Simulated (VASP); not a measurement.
## How precision settings and plane-wave cutoff change a VASP run on Selenium

A convergence test on Selenium: the precision settings and plane-wave cutoff. The series runs use PBE. The precision settings tried: PREC = Low; PREC = Medium; PREC = Normal; PREC = Single; PREC = Accurate; LREAL = Auto; ADDGRID = .TRUE.; LASPH = .TRUE.. The plane-wave cutoff tried: ENCUT = 130; ENCUT = 160; ENCUT = 190; ENCUT = 210; ENCUT = 240; ENCUT = 280; ENCUT = 340; ENCUT = 420. The start is a cell from a database of measured crystal structures.

Calculated with VASP 6.6.1; PBE; plane waves and PAW (Se).

### 1. The structure

Symmetry: P3_121, No. 152, trigonal system. The conventional cell has a = 4.366 Å, b = 4.366 Å, c = 4.954 Å, α = 90.00°, β = 90.00°, γ = 120.00°. Se has 2 Se at 2.37 Å nearest.

Coordinates:

```xyz
3
Lattice="4.3662 0.0000 0.0000 -2.1831 3.7812 0.0000 0.0000 0.0000 4.9536" Properties=species:S:1:pos:R:3 pbc="T T T"
Se    0.9841    0.0000    1.6512
Se   -0.4921    0.8523    3.3024
Se    1.6910    2.9289    0.0000
```

### 2. Precision settings: PREC = Low

PREC sets the FFT grids, and LREAL, ADDGRID and LASPH trade speed for accuracy. PBE, the usual starting point, adds the gradient of the density.

INCAR

```
SYSTEM = Se
PREC = Low
ENCUT = 400
EDIFF = 1E-06
NELM = 100
ISMEAR = -1
SIGMA = 0.05
LREAL = .FALSE.
ALGO = Normal
GGA = PE
NBANDS = 15
LORBIT = 11
LWAVE = .FALSE.
LCHARG = .FALSE.
KPAR = 4
ISIF = 2
```

POSCAR

```
Se
1.0
    4.3662000000      0.0000000000      0.0000000000
   -2.1831000000      3.7812401180      0.0000000000
    0.0000000000      0.0000000000      4.9536000000
Se
3
Direct
    0.2254000000      0.0000000000      0.3333333333
    0.0000000000      0.2254000000      0.6666666667
    0.7746000000      0.7746000000      0.0000000000
```

KPOINTS

```
Automatic mesh
0
Gamma
6 6 5
0 0 0
```

PAW data sets: Se (PBE family, release 64).

Launch:

```bash
$ mpirun -np 4 vasp_std
```

Output:

```text
[banner, memory and clock lines left out]
running    4 mpi-ranks, on    1 nodes
 distrk:  each k-point on    1 cores,    4 groups
 distr:  one band on    1 cores,    1 groups

 POSCAR found type information on POSCAR Se
 POSCAR found :  1 types and       3 ions
 LDA part: xc-table for (Slater+PW92), standard interpolation
 POSCAR, INCAR and KPOINTS ok, starting setup
 FFT: planning ... GRIDC
 FFT: planning ... GRID_SOFT
 FFT: planning ... GRID
 WAVECAR not read
 entering main loop
       N       E                     dE             d eps       ncg     rms          rms(c)
DAV:   1     0.733669917236E+02    0.73367E+02   -0.61704E+03   810   0.803E+02
DAV:   2    -0.599333595509E+01   -0.79360E+02   -0.76055E+02  1113   0.149E+02
DAV:   3    -0.105171360389E+02   -0.45238E+01   -0.45089E+01   943   0.411E+01
DAV:   4    -0.105477091324E+02   -0.30573E-01   -0.30568E-01  1097   0.407E+00
DAV:   5    -0.105479455169E+02   -0.23638E-03   -0.23638E-03   992   0.344E-01    0.704E+00
DAV:   6    -0.104776380214E+02    0.70307E-01   -0.40565E-02   985   0.130E+00    0.433E+00
DAV:   7    -0.104544980875E+02    0.23140E-01   -0.79453E-02   971   0.180E+00    0.209E-01
DAV:   8    -0.104538188837E+02    0.67920E-03   -0.92545E-03   936   0.614E-01    0.112E-01
DAV:   9    -0.104539462215E+02   -0.12734E-03   -0.33540E-04  1139   0.120E-01    0.333E-02
DAV:  10    -0.104539878693E+02   -0.41648E-04   -0.51600E-05   971   0.497E-02    0.748E-03
DAV:  11    -0.104539916359E+02   -0.37666E-05   -0.81201E-06  1111   0.176E-02    0.393E-03
DAV:  12    -0.104539914979E+02    0.13804E-06   -0.16291E-06   783   0.858E-03
   1 F= -.10453991E+02 E0= -.10453991E+02  d E =-.236939E-06
```

Elapsed: 4.6 s, on 4 MPI ranks of Intel Xeon Platinum 8375C at 2.90GHz (Ice Lake), shared host; peak memory 0.45 GiB.

The logs omit lines about the potential files and the build; timing stands in the text.

Parts of OUTCAR (step 2):

```text
ion  position               nearest neighbor table
   1  0.225  0.000  0.333-   3 2.37   2 2.37
   2  0.000  0.225  0.667-   3 2.37   1 2.37
   3  0.775  0.775  0.000-   2 2.37   1 2.37

  LATTYP: Found a hexagonal cell.
 ALAT       =     4.3662000000
 C/A-ratio  =     1.1345334616

 Subroutine GETGRP returns: Found  6 space group operations
 (whereof  2 operations were pure point group operations)

The static configuration has the point symmetry C_2 .
 The point group associated with its full space group is D_3 .

 Found     27 irreducible k-points:

   k-points           NKPTS =     27   k-points in BZ     NKDIM =     27   number of bands    NBANDS=     15

   dimension x,y,z NGX =    24 NGY =   24 NGZ =   24
   dimension x,y,z NGXF=    24 NGYF=   24 NGZF=   28

   ENCUT  =  400.0 eV  29.40 Ry    5.42 a.u.   7.12  7.12  8.08*2*pi/ulx,y,z

   NELECT =      18.0000    total number of electrons

 k-points in reciprocal lattice and weights: Automatic mesh
   0.00000000  0.00000000  0.00000000       0.006
   0.16666667  0.00000000  0.00000000       0.033
   0.33333333  0.00000000  0.00000000       0.033
   0.50000000  0.00000000  0.00000000       0.017
   0.16666667  0.16666667  0.00000000       0.033
   0.33333333  0.16666667  0.00000000       0.067
   0.33333333  0.33333333  0.00000000       0.011
   0.00000000  0.00000000  0.20000000       0.011
   0.16666667  0.00000000  0.20000000       0.033
[...]
-0.16666667  0.50000000  0.40000000       0.067
   0.33333333  0.33333333  0.40000000       0.022

 average (electrostatic) potential at core
       1 -56.1605       2 -56.1605       3 -56.1606

 E-fermi :   3.2689

 k-point     1 :       0.0000    0.0000    0.0000
  band No.  band energies     occupation
    ...
      5      -1.1629      2.00000
      6      -1.0857      2.00000
      7       0.6315      2.00000
      8       0.6315      2.00000
      9       2.2708      2.00000
     10       4.5511      0.00000
     11       4.5511      0.00000
     12       4.8341      0.00000
     13       8.8435      0.00000
     14       9.1616      0.00000
    ...

 k-point     2 :       0.1667    0.0000    0.0000
  band No.  band energies     occupation
    ...
      5      -1.4776      2.00000
      6      -0.8971      2.00000
      7       0.6690      2.00000
      8       1.0173      2.00000
      9       2.0682      2.00000
     10       4.4670      0.00000
     11       4.5637      0.00000
     12       5.1046      0.00000
     13       8.7694      0.00000
     14       8.9794      0.00000
    ...

 k-point     3 :       0.3333    0.0000    0.0000
  band No.  band energies     occupation
    ...
      5      -1.8750      2.00000
      6      -0.9235      2.00000
      7       0.3660      2.00000
      8       0.9410      2.00000
      9       1.7652      2.00000
     10       4.5939      0.00000
     11       4.8443      0.00000
     12       6.0163      0.00000
     13       8.2764      0.00000
     14       9.3655      0.00000
    ...

  Total        1.1558452      1.1558452      2.1006564     -0.0000000      0.0000000     -0.0000000
  in kB       22.6439109     22.6439109     41.1535016     -0.0000000      0.0000000     -0.0000000
  external PRESSURE =      28.8137745 kB  Pullay stress =       0.0000000 kB

  energy-cutoff  :      400.00
  volume of cell :       81.78
      direct lattice vectors                 reciprocal lattice vectors
     4.366200000  0.000000000  0.000000000     0.229032110  0.132231751  0.000000000
    -2.183100000  3.781240118  0.000000000     0.000000000  0.264463501  0.000000000
     0.000000000  0.000000000  4.953600000     0.000000000  0.000000000  0.201873385

 POSITION                                       TOTAL-FORCE (eV/Angst)
 -----------------------------------------------------------------------------------
      0.98414      0.00000      1.65120         0.435726     -0.000000      0.000000
     -0.49207      0.85229      3.30240        -0.217863      0.377350     -0.000000
      1.69103      2.92895      0.00000        -0.217863     -0.377350     -0.000000
 -----------------------------------------------------------------------------------
    total drift:                                0.000146      0.000246      0.000002

  FREE ENERGIE OF THE ION-ELECTRON SYSTEM (eV)
  ---------------------------------------------------
  free  energy   TOTEN  =       -10.4539914979 eV

  energy  without entropy=      -10.4539912609  energy(sigma->0) =      -10.45399138

 total charge
# of ion       s       p       d       tot
------------------------------------------
    1        1.513   2.183   0.058   3.753
    2        1.513   2.183   0.058   3.753
    3        1.513   2.183   0.058   3.753
--------------------------------------------------
tot          4.538   6.548   0.174  11.260

[... 3 further parts left out ...]
```

The gap is read on the k-mesh alone, so it is an upper bound where the band edges lie off the mesh. Spin-orbit coupling is off here; it would split degenerate levels.

This step gave:

```yaml
scf_cycles: 12
electrons: 18
bands: 15
irreducible_k_points: 27
symmetry_operations: 6
free_energy_toten: -10.45 eV
fermi_energy: 3.269 eV
pressure: 2.881 GPa
metallic: no
valence_top_at_k: -0.1667, 0.5, 0.4
conduction_bottom_at_k: 0, 0, 0.4
least_direct_gap_at_k: 0.3333, 0.3333, 0.4
gap_on_the_k_mesh: 1.297 eV
least_direct_gap_on_the_k_mesh: 1.495 eV
```

The series starts at -3.4847 eV an atom and 2.88 GPa, after 12 cycles in 4.6 s.

### 3. Precision settings: PREC = Medium

INCAR, as its differences from that of step 2:

```diff
@@ -1,3 +1,3 @@
 SYSTEM = Se
-PREC = Low
+PREC = Medium
 ENCUT = 400
```

POSCAR is that of step 2.

KPOINTS is that of step 2.

Launch:

```bash
$ mpirun -np 4 vasp_std
```

Output:

```text
[... set-up lines as in an earlier step ...]
 entering main loop
       N       E                     dE             d eps       ncg     rms          rms(c)
DAV:   1     0.733670286019E+02    0.73367E+02   -0.61704E+03   810   0.803E+02
DAV:   2    -0.599327282578E+01   -0.79360E+02   -0.76055E+02  1113   0.149E+02
DAV:   3    -0.105170712010E+02   -0.45238E+01   -0.45089E+01   943   0.411E+01
DAV:   4    -0.105476443120E+02   -0.30573E-01   -0.30568E-01  1097   0.407E+00
[...]
DAV:  10    -0.104538557048E+02   -0.41504E-04   -0.51612E-05   971   0.497E-02    0.748E-03
DAV:  11    -0.104538594049E+02   -0.37000E-05   -0.81237E-06  1111   0.176E-02    0.393E-03
DAV:  12    -0.104538592343E+02    0.17058E-06   -0.16286E-06   783   0.858E-03
   1 F= -.10453859E+02 E0= -.10453859E+02  d E =-.236975E-06
```

The job ended after 4.4 s (4 MPI ranks; peak memory 0.46 GiB).

Parts of OUTCAR (step 3):

```text
  Total        1.1548880      1.1548880      2.1021903     -0.0000000      0.0000000      0.0000000
  in kB       22.6251591     22.6251591     41.1835513     -0.0000000      0.0000000      0.0000000
  external PRESSURE =      28.8112898 kB  Pullay stress =       0.0000000 kB

 POSITION                                       TOTAL-FORCE (eV/Angst)
 -----------------------------------------------------------------------------------
      0.98414      0.00000      1.65120         0.438967      0.000000      0.000000
     -0.49207      0.85229      3.30240        -0.219484      0.380157     -0.000000
      1.69103      2.92895      0.00000        -0.219484     -0.380157     -0.000000
 -----------------------------------------------------------------------------------
    total drift:                               -0.000003     -0.000005      0.000000

  FREE ENERGIE OF THE ION-ELECTRON SYSTEM (eV)
  ---------------------------------------------------
  free  energy   TOTEN  =       -10.4538592343 eV

  energy  without entropy=      -10.4538589973  energy(sigma->0) =      -10.45385912

[... 2 parts as in an earlier step ...]

[... 1 further part left out ...]
[key lines of the parts left out:]
E-fermi :   3.2689
```

Against the first of the series the energy moves by +0.04 meV an atom while the pressure stays within 0.01 GPa, after 12 cycles in 4.4 s.

### 4. Precision settings: PREC = Normal

INCAR, as its differences from that of step 3:

```diff
@@ -1,3 +1,3 @@
 SYSTEM = Se
-PREC = Medium
+PREC = Normal
 ENCUT = 400
```

POSCAR is that of step 3.

KPOINTS is that of step 3.

Launch:

```bash
$ mpirun -np 4 vasp_std
```

Output:

```text
[... set-up lines as in an earlier step ...]
 entering main loop
       N       E                     dE             d eps       ncg     rms          rms(c)
DAV:   1     0.733671473340E+02    0.73367E+02   -0.61704E+03   810   0.803E+02
DAV:   2    -0.599308727287E+01   -0.79360E+02   -0.76055E+02  1113   0.149E+02
DAV:   3    -0.105168776081E+02   -0.45238E+01   -0.45089E+01   943   0.411E+01
DAV:   4    -0.105474506527E+02   -0.30573E-01   -0.30568E-01  1097   0.407E+00
[...]
DAV:  10    -0.104536443998E+02   -0.41479E-04   -0.51619E-05   971   0.497E-02    0.748E-03
DAV:  11    -0.104536480950E+02   -0.36952E-05   -0.81262E-06  1111   0.176E-02    0.393E-03
DAV:  12    -0.104536479232E+02    0.17180E-06   -0.16294E-06   783   0.858E-03
   1 F= -.10453648E+02 E0= -.10453648E+02  d E =-.236942E-06
```

Run time: 5.2 s. Hardware: 4 MPI ranks; peak memory 0.54 GiB; 17 s of CPU time.

OUTCAR, selected parts (step 4):

```text
  Total        1.1571329      1.1571329      2.0979411     -0.0000000      0.0000000     -0.0000000
  in kB       22.6691379     22.6691379     41.1003062     -0.0000000      0.0000000     -0.0000000
  external PRESSURE =      28.8128607 kB  Pullay stress =       0.0000000 kB

 POSITION                                       TOTAL-FORCE (eV/Angst)
 -----------------------------------------------------------------------------------
      0.98414      0.00000      1.65120         0.437416      0.000000      0.000000
     -0.49207      0.85229      3.30240        -0.218708      0.378813     -0.000000
      1.69103      2.92895      0.00000        -0.218708     -0.378813      0.000000
 -----------------------------------------------------------------------------------
    total drift:                               -0.000001     -0.000001      0.000000

  FREE ENERGIE OF THE ION-ELECTRON SYSTEM (eV)
  ---------------------------------------------------
  free  energy   TOTEN  =       -10.4536479232 eV

  energy  without entropy=      -10.4536476863  energy(sigma->0) =      -10.45364780

[... 2 parts as in an earlier step ...]

[... 1 further part left out ...]
[key lines of the parts left out:]
E-fermi :   3.2689
```

Against the first of the series the energy moves by +0.11 meV an atom while the pressure stays within 0.01 GPa, after 12 cycles in 5.2 s.

### 5. Precision settings: PREC = Single

INCAR, as its differences from that of step 4:

```diff
@@ -1,3 +1,3 @@
 SYSTEM = Se
-PREC = Normal
+PREC = Single
 ENCUT = 400
```

POSCAR is that of step 4.

KPOINTS is that of step 4.

Launch:

```bash
$ mpirun -np 4 vasp_std
```

Output:

```text
[... set-up lines as in an earlier step ...]
 entering main loop
       N       E                     dE             d eps       ncg     rms          rms(c)
DAV:   1     0.733669855428E+02    0.73367E+02   -0.61704E+03   810   0.803E+02
DAV:   2    -0.599319914092E+01   -0.79360E+02   -0.76055E+02  1113   0.149E+02
DAV:   3    -0.105169912432E+02   -0.45238E+01   -0.45089E+01   943   0.411E+01
DAV:   4    -0.105475648988E+02   -0.30574E-01   -0.30569E-01  1097   0.407E+00
[...]
DAV:  10    -0.104537954526E+02   -0.41435E-04   -0.51614E-05   971   0.497E-02    0.748E-03
DAV:  11    -0.104537991171E+02   -0.36645E-05   -0.81236E-06  1111   0.176E-02    0.393E-03
DAV:  12    -0.104537989305E+02    0.18657E-06   -0.16291E-06   783   0.858E-03
   1 F= -.10453799E+02 E0= -.10453799E+02  d E =-.236964E-06
```

Run time: 7 s. Hardware: 4 MPI ranks; peak memory 0.48 GiB; 25 s of CPU time.

OUTCAR, selected parts (step 5):

```text
  Total        1.1581797      1.1581797      2.0997171     -0.0000000     -0.0000000      0.0000000
  in kB       22.6896464     22.6896464     41.1351003     -0.0000000     -0.0000000      0.0000000
  external PRESSURE =      28.8381310 kB  Pullay stress =       0.0000000 kB

 POSITION                                       TOTAL-FORCE (eV/Angst)
 -----------------------------------------------------------------------------------
      0.98414      0.00000      1.65120         0.437089     -0.000000      0.000000
     -0.49207      0.85229      3.30240        -0.218545      0.378530     -0.000000
      1.69103      2.92895      0.00000        -0.218545     -0.378530     -0.000000
 -----------------------------------------------------------------------------------
    total drift:                               -0.000047     -0.000079      0.000003

  FREE ENERGIE OF THE ION-ELECTRON SYSTEM (eV)
  ---------------------------------------------------
  free  energy   TOTEN  =       -10.4537989305 eV

  energy  without entropy=      -10.4537986935  energy(sigma->0) =      -10.45379881

[... 2 parts as in an earlier step ...]

[... 1 further part left out ...]
[key lines of the parts left out:]
E-fermi :   3.2689
```

Against the first of the series the energy moves by +0.06 meV an atom while the pressure stays within 0.01 GPa, after 12 cycles in 7 s.

### 6. Precision settings: PREC = Accurate

INCAR, as its differences from that of step 5:

```diff
@@ -1,3 +1,3 @@
 SYSTEM = Se
-PREC = Single
+PREC = Accurate
 ENCUT = 400
```

POSCAR is that of step 5.

KPOINTS is that of step 5.

Launch:

```bash
$ mpirun -np 4 vasp_std
```

Output:

```text
[... set-up lines as in an earlier step ...]
 entering main loop
       N       E                     dE             d eps       ncg     rms          rms(c)
DAV:   1     0.733670570813E+02    0.73367E+02   -0.61704E+03   810   0.803E+02
DAV:   2    -0.599309554452E+01   -0.79360E+02   -0.76055E+02  1113   0.149E+02
DAV:   3    -0.105168833576E+02   -0.45238E+01   -0.45089E+01   943   0.411E+01
DAV:   4    -0.105474569703E+02   -0.30574E-01   -0.30569E-01  1097   0.407E+00
[...]
DAV:  10    -0.104536496735E+02   -0.41483E-04   -0.51616E-05   971   0.497E-02    0.748E-03
DAV:  11    -0.104536533710E+02   -0.36975E-05   -0.81259E-06  1111   0.176E-02    0.393E-03
DAV:  12    -0.104536531999E+02    0.17106E-06   -0.16293E-06   783   0.858E-03
   1 F= -.10453653E+02 E0= -.10453653E+02  d E =-.236943E-06
```

It took 8.6 s on 4 MPI ranks; peak memory 0.62 GiB; 31 s of CPU time.

Parts of OUTCAR (step 6):

```text
  Total        1.1572559      1.1572559      2.0994296      0.0000000     -0.0000000      0.0000000
  in kB       22.6715473     22.6715473     41.1294672      0.0000000     -0.0000000      0.0000000
  external PRESSURE =      28.8241873 kB  Pullay stress =       0.0000000 kB

 POSITION                                       TOTAL-FORCE (eV/Angst)
 -----------------------------------------------------------------------------------
      0.98414      0.00000      1.65120         0.437321      0.000000      0.000000
     -0.49207      0.85229      3.30240        -0.218661      0.378731     -0.000000
      1.69103      2.92895      0.00000        -0.218661     -0.378731     -0.000000
 -----------------------------------------------------------------------------------
    total drift:                               -0.000000     -0.000001      0.000000

  FREE ENERGIE OF THE ION-ELECTRON SYSTEM (eV)
  ---------------------------------------------------
  free  energy   TOTEN  =       -10.4536531999 eV

  energy  without entropy=      -10.4536529630  energy(sigma->0) =      -10.45365308

[... 2 parts as in an earlier step ...]

[... 1 further part left out ...]
[key lines of the parts left out:]
E-fermi :   3.2689
```

Against the first of the series the energy moves by +0.11 meV an atom while the pressure stays within 0.01 GPa, after 12 cycles in 8.6 s.

(Part 1 of 3 ends here.)

[Lines on the potential files, build, host, timing and source positions are cut from VASP's logs without a mark.]

[Logs are printed without paths, hosts, clocks, repeated set-up lines and the standing remarks that a program may print on its own settings, such as how far it seeks lower states.]

[Hosts, paths, dates, database ids (printed as entryN), source tags and the programs' standing remarks are cut or masked in the printed files.]

[A measured line is paired with the nearest computed mode of its activity, which favours agreement.]
